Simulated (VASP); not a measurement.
All values below come from PBEsol GGA with spin-orbit coupling, VASP's PBE PAW potentials (set 64) (plane waves; VASP).

A VASP calculation is set up with these files.

INCAR:
```
SYSTEM  =  Ru
LREAL  =  .FALSE.   ! projection in real space or not
PREC  =  Accurate
GGA  =  PS   ! PBEsol
LSORBIT  =  .TRUE.
ALGO  =  Normal   ! blocked Davidson
LMAXMIX  =  4
SIGMA  =  0.05
ENCUT  =  400   ! plane-wave cut-off (eV)
LCHARG  =  .FALSE.
NELM  =  100
LASPH  =  .TRUE.   ! aspherical one-centre terms
ISMEAR  =  0   ! Gaussian
LWAVE  =  .FALSE.
EDIFF  =  1E-6   ! SCF stop (eV)
GGA_COMPAT  =  .FALSE.
MAGMOM  =  6*0
```

### KPOINTS
```
Automatic mesh
0
Gamma
 14 14 8
0 0 0
```

**KPOINTS_OPT**
```
k-points along high-symmetry lines
5
Line-mode
Reciprocal
  0.000000   0.000000   0.000000 ! GAMMA
  0.500000   0.000000   0.000000 ! M

  0.500000   0.000000   0.000000 ! M
  0.333333   0.333333   0.000000 ! K

  0.333333   0.333333   0.000000 ! K
  0.000000   0.000000   0.000000 ! GAMMA

  0.000000   0.000000   0.000000 ! GAMMA
  0.000000   0.000000   0.500000 ! A

  0.000000   0.000000   0.500000 ! A
  0.500000   0.000000   0.500000 ! L

  0.500000   0.000000   0.500000 ! L
  0.333333   0.333333   0.500000 ! H

  0.333333   0.333333   0.500000 ! H
  0.000000   0.000000   0.500000 ! A

  0.500000   0.000000   0.500000 ! L
  0.500000   0.000000   0.000000 ! M

  0.333333   0.333333   0.500000 ! H
  0.333333   0.333333   0.000000 ! K
```

### POSCAR
```
Ru
1.0
  2.6900830377   0.0000000000   0.0000000000
 -1.3450415189   2.3296807033   0.0000000000
  0.0000000000   0.0000000000   4.2422301101
Ru
2
Direct
  0.3333330000   0.6666670000   0.2500000000
  0.6666670000   0.3333330000   0.7500000000
```

POTCAR, in this order: Ru_pv (PBE.64 set). Program: vasp_ncl.

The resulting files:

OSZICAR:
```
       N       E                     dE             d eps       ncg     rms          rms(c)
DAV:   1     0.294356987906E+03    0.29436E+03   -0.14944E+04  8816   0.144E+03
DAV:   2    -0.130583708189E+02   -0.30742E+03   -0.29834E+03  9192   0.486E+02
DAV:   3    -0.220660833491E+02   -0.90077E+01   -0.87450E+01  9164   0.899E+01
DAV:   4    -0.221852313448E+02   -0.11915E+00   -0.11894E+00 10432   0.878E+00
DAV:   5    -0.221873130799E+02   -0.20817E-02   -0.20816E-02  9564   0.107E+00    0.203E+01
DAV:   6    -0.207195987541E+02    0.14677E+01   -0.38175E+00  8732   0.205E+01    0.530E+00
DAV:   7    -0.206118859262E+02    0.10771E+00   -0.31900E-01  8904   0.532E+00    0.141E+00
DAV:   8    -0.206052822824E+02    0.66036E-02   -0.31571E-03  9124   0.609E-01    0.750E-01
DAV:   9    -0.206005962908E+02    0.46860E-02   -0.40989E-03  9096   0.793E-01    0.864E-02
DAV:  10    -0.206006050937E+02   -0.88029E-05   -0.13629E-04 11612   0.101E-01    0.299E-02
DAV:  11    -0.206006121979E+02   -0.71043E-05   -0.25610E-06  7808   0.140E-02    0.148E-02
DAV:  12    -0.206006131001E+02   -0.90217E-06   -0.90083E-07  5884   0.953E-03
   1 F= -.20600613E+02 E0= -.20599202E+02  d E =-.282121E-02  mag=    -0.0000    -0.0000    -0.0000
       N       E                     dE             ncg
```

**OUTCAR**
```
------------------------ aborting loop because EDIFF is reached ----------------------------------------
  FORCE on cell =-STRESS in cart. coord.  units (eV):
  Direction    XX          YY          ZZ          XY          YZ          ZX
  --------------------------------------------------------------------------------------
  Total        0.0305028      0.0305028      0.0186959     -0.0000000      0.0000000      0.0000000
  in kB        1.8382073      1.8382080      1.1266773     -0.0000000      0.0000000      0.0000000
  external PRESSURE =       1.6010309 kB  Pullay stress =       0.0000000 kB
  volume of cell :       26.59
      direct lattice vectors                 reciprocal lattice vectors
     2.690083038  0.000000000  0.000000000     0.371735737  0.214621686  0.000000000
    -1.345041519  2.329680703  0.000000000     0.000000000  0.429243372  0.000000000
     0.000000000  0.000000000  4.242230110     0.000000000  0.000000000  0.235725072
 POSITION                                       TOTAL-FORCE (eV/Angst)
 -----------------------------------------------------------------------------------
     -0.00000      1.55312      1.06056        -0.000000      0.000000      0.000000
      1.34504      0.77656      3.18167         0.000000     -0.000000      0.000000
 -----------------------------------------------------------------------------------
    total drift:                               -0.000006     -0.000010     -0.000000
  FREE ENERGIE OF THE ION-ELECTRON SYSTEM (eV)
  ---------------------------------------------------
  free  energy   TOTEN  =       -20.6006131001 eV

  energy  without entropy=      -20.5977918916  energy(sigma->0) =      -20.59920250

 Ion:    1  E_soc:     -0.2631077

 Ion:    2  E_soc:     -0.2631077
```
(Selected blocks of OUTCAR.)

The structure comes from a measured Ru entry (P6_3/mmc) of the Crystallography Open Database, whose conditions weren't checked. It was relaxed first.
